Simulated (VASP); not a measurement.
Here is the system:

```xyz
7
Lattice="4.0034 0.0000 0.0000 0.0000 4.0034 0.0000 0.0000 0.0000 4.0034" Properties=species:S:1:pos:R:3 pbc="T T T"
La     0.0000     0.0000     0.0000
B      3.2087     2.0017     2.0017
B      2.0017     0.7947     2.0017
B      2.0017     3.2087     2.0017
B      0.7947     2.0017     2.0017
B      2.0017     2.0017     3.2087
B      2.0017     2.0017     0.7947
```

The numbers are results of PBEsol GGA, VASP's PBE PAW potentials (set 64) (plane waves; VASP), not measurements. Run with 620 eV cut-off, 8×8×8 Γ-centred mesh, first-order Methfessel-Paxton smearing of 0.10 eV, potentials La B.

Energy and stress use the plane-wave basis of the starting cell.

Task: The ions, cell shape and volume at an external pressure of 30.0 GPa are relaxed. Which structure does the run end with?

Result: 
```xyz
7
Lattice="3.9540 0.0000 0.0000 0.0000 3.9540 0.0000 0.0000 0.0000 3.9540" Properties=species:S:1:pos:R:3 pbc="T T T"
La     0.0000     0.0000     0.0000
B      3.1706     1.9770     1.9770
B      1.9770     0.7834     1.9770
B      1.9770     3.1706     1.9770
B      0.7834     1.9770     1.9770
B      1.9770     1.9770     3.1706
B      1.9770     1.9770     0.7834
```
Space group Pm-3m (221), at a tolerance of 0.03 Å.

Task: How do energy and volume change from the first to the last step?

Result: The energy (σ→0) changes by +52.2 meV/atom and the volume by -3.7 %, in 6 ionic steps.

| step | E(σ→0) (eV) | max force (eV/Å) | pressure (GPa) | volume (Å³) |
|---|---|---|---|---|
| 1 | -51.1720 | 0.002 | 20.13 | 64.16 |
| 2 | -50.1682 | 0.311 | 44.35 | 59.06 |
| 3 | -50.8177 | 0.131 | 29.90 | 61.88 |
| 4 | -50.8092 | 0.133 | 30.10 | 61.83 |
| 5 | -50.7912 | 0.406 | 30.15 | 61.76 |
| 6 | -50.8065 | 0.002 | 30.11 | 61.82 |

The compound is LaB6 in the cab6 structure. This run relaxes it under an external pressure of 30 GPa. Symmetry was kept, so distortions that lower it aren't found. The electron count is odd and the run is not spin-polarised, which forces a metal.
